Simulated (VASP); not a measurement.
Here is a VASP 6.6.1 calculation.

Contents of INCAR:

```
  ALGO = Fast
  EDIFF = 1E-4
  EDIFFG = -0.08
  ENCUT = 520
  GGA = PE
  IBRION = 2
  ISIF = 3
  ISMEAR = 0
  LASPH = True
  LCHARG = False
  LREAL = False
  LWAVE = False
  NELM = 60
  NSW = 24
  PREC = Normal
  SIGMA = 0.15
```

KPOINTS

```
k-points
0
Gamma
  3 3 2
```

POSCAR

```
AlIn3N2
1.0
    4.2087642500      0.0000000000      0.0000000000
    0.0000000000      4.2087642500      0.0000000000
    0.0000000000      0.0000000000      6.8612958900
Al In N
1 3 2
Direct
    0.0000000000      0.0000000000      0.0000000000
    0.5000000000      0.5000000000      0.2348011900
    0.5000000000      0.5000000000      0.7651988100
    0.0000000000      0.0000000000      0.5000000000
    0.0000000000      0.5000000000      0.5000000000
    0.5000000000      0.0000000000      0.5000000000
```

Potentials or basis: VASP PAW PBE potentials, release 64 (Al, In_d, N).

Launch:

```sh
$ cat potpaw_PBE.64/Al/POTCAR potpaw_PBE.64/In_d/POTCAR potpaw_PBE.64/N/POTCAR > POTCAR
$ mpirun -np 1 vasp_std > vasp.out
```

Problem. Predict the relaxed cell.

Solution. a = 4.297 Å, b = 4.297 Å, c = 6.403 Å, α = 90.00°, β = 90.00°, γ = 90.00°.

Problem. What does it give for the space group after relaxing (to 0.05 Å)?

Solution. P4/mmm (No. 123).

Step by step:
```tsv
step	energy change (eV)	largest force (eV/Å)	pressure (GPa)	volume (Å³)
1	0.0000	1.4298	-1.74	121.54
2	-0.2427	1.1439	0.22	117.69
3	-0.4396	0.0948	6.60	109.94
4	-0.4488	0.6009	4.14	112.00
5	-0.5827	0.0273	3.25	113.62
6	-0.5995	0.2836	2.85	114.27
7	-0.6309	0.0340	1.59	116.77
8	-0.6306	0.2729	-0.35	119.28
9	-0.6338	0.1242	-0.06	118.53
10	-0.6343	0.0562	0.05	118.24
```

Caveat: the k mesh is coarse (spacing up to 0.50 Å⁻¹), so the values aren't converged; the relaxation stopped at a loose force limit of 0.08 eV/Å, so its end isn't a converged minimum.
